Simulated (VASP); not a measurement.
Input:

```xyz
1
Lattice="0.0000 2.4395 2.4395 2.4395 0.0000 2.4395 2.4395 2.4395 0.0000" Properties=species:S:1:pos:R:3 pbc="T T T"
Pb     0.0000     0.0000     0.0000
```

These are PBE GGA, VASP's PBE PAW potentials (set 64) (plane waves; VASP) values and carry that method's errors. Settings: 480 eV cut-off, 12×12×12 Γ-centred mesh, first-order Methfessel-Paxton smearing of 0.10 eV, potentials Pb_d.

Unless said otherwise, spin-orbit coupling is left out, though it shifts the bands of the heavy elements here.

Estimate the energy per atom (σ→0), pressure, band gap (on the k-mesh) with the smallest direct gap where there is one.

The band gap (on the k-mesh) is none (metal, semimetal or under 0.01 eV) and the energy per atom (σ→0) is -3.505 eV/atom. The pressure is 5.01 GPa.

Only differences to runs with the same potentials and settings are physical.

The compound is Pb in the fcc structure. It was relaxed first under an external pressure of 5 GPa.
